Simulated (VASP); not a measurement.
Crystal: PtS2.

```
CELL_PARAMETERS angstrom
3.54874 0.00000 0.00000
-1.77437 3.07330 0.00000
0.00000 0.00000 5.59707
ATOMIC_POSITIONS crystal
Pt 0.00000 0.00000 0.00000
S 0.66667 0.33333 0.77966
S 0.33333 0.66667 0.22034
```

The cell is a database's computed one.

```yaml
Program: VASP 6.6.1
Task: relaxation of cell and atoms
Functional: r2SCAN
Dispersion: rVV10
Potentials_or_basis: VASP PAW PBE potentials, release 64 (Pt, S)
Cutoff: 600 eV
k_mesh: 9 × 9 × 6
Occupations: gaussian, width 0.02 eV
Spin: no spin polarisation
```

At the start: pressure -1.0 GPa; volume 20.35 Å³/atom.

Task: How do energy, volume and symmetry change on relaxing?

Result: Over 16 steps the energy falls by 7.8 meV/atom and the volume is 18.76 Å³/atom (-7.8 %); space group P-3m1 (No. 164, to 0.05 Å).

Step by step:
| step | energy change (eV) | largest force (eV/Å) | pressure (GPa) | volume (Å³) |
| --- | --- | --- | --- | --- |
| 1 | 0.0000 | 0.0500 | -0.97 | 61.04 |
| 2 | 0.0000 | 0.2678 | 1.24 | 59.97 |
| 3 | -0.0017 | 0.1583 | 0.13 | 60.50 |
| 4 | -0.0042 | 0.1264 | 0.11 | 60.20 |
| 5 | -0.0097 | 0.0329 | 0.10 | 59.29 |
| 6 | -0.0114 | 0.1500 | 0.24 | 57.50 |
| 7 | -0.0123 | 0.0694 | 0.18 | 58.24 |
| 8 | -0.0148 | 0.0838 | -0.06 | 58.07 |
| 9 | -0.0196 | 0.1230 | -0.75 | 57.53 |
| 10 | -0.0181 | 0.1845 | -1.96 | 56.39 |
| 11 | -0.0210 | 0.1361 | -1.13 | 57.15 |
| 12 | -0.0231 | 0.0539 | -0.47 | 56.64 |
| 13 | -0.0235 | 0.0006 | -0.02 | 56.31 |
| 14 | -0.0235 | 0.0086 | 0.05 | 56.26 |
| 15 | -0.0235 | 0.0116 | 0.07 | 56.24 |
| 16 | -0.0235 | 0.0040 | -0.01 | 56.27 |

Final structure:
```cif
data_structure
_symmetry_space_group_name_H-M 'P 1'
_symmetry_Int_Tables_number 1
_cell_length_a 3.5543
_cell_length_b 3.5543
_cell_length_c 5.1428
_cell_angle_alpha 90.000
_cell_angle_beta 90.000
_cell_angle_gamma 120.000
_cell_volume 56.27
loop_
_atom_site_label
_atom_site_type_symbol
_atom_site_fract_x
_atom_site_fract_y
_atom_site_fract_z
_atom_site_occupancy
Pt1 Pt 0.00000 0.00000 0.00000 1
S1 S 0.66667 0.33333 0.76161 1
S2 S 0.33333 0.66667 0.23839 1
```

Caveat: the PAW data sets were made with another functional, which shifts forces and pressure a little.
